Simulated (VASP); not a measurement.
Here is the system:

```
CELL_PARAMETERS angstrom
      0.00000     2.96622     2.96622
      2.96622     0.00000     2.96622
      2.96622     2.96622     0.00000
ATOMIC_POSITIONS crystal
  Al 0.25000 0.25000 0.25000
  Al 0.75000 0.75000 0.75000
  Au 0.00000 0.00000 0.00000
```

The numbers are results of PBE GGA, VASP's PBE PAW potentials (set 64) (plane waves; VASP), not measurements. Settings: 520 eV cut-off, 9×9×9 Γ-centred mesh, first-order Methfessel-Paxton smearing of 0.10 eV, potentials Al Au.

**Question.** Give the stress tensor in GPa (positive for a compressed cell).

**Answer.** 
```
7.56  0.00  0.00
0.00  7.56  0.00
0.00  0.00  7.56
```
The pressure is its mean diagonal, 7.56 GPa.

The compound is AuAl2 in the fluorite structure. This cell is one point of a volume scan, at 0.94 of the reference volume. The electron count is odd and the run is not spin-polarised, which forces a metal.
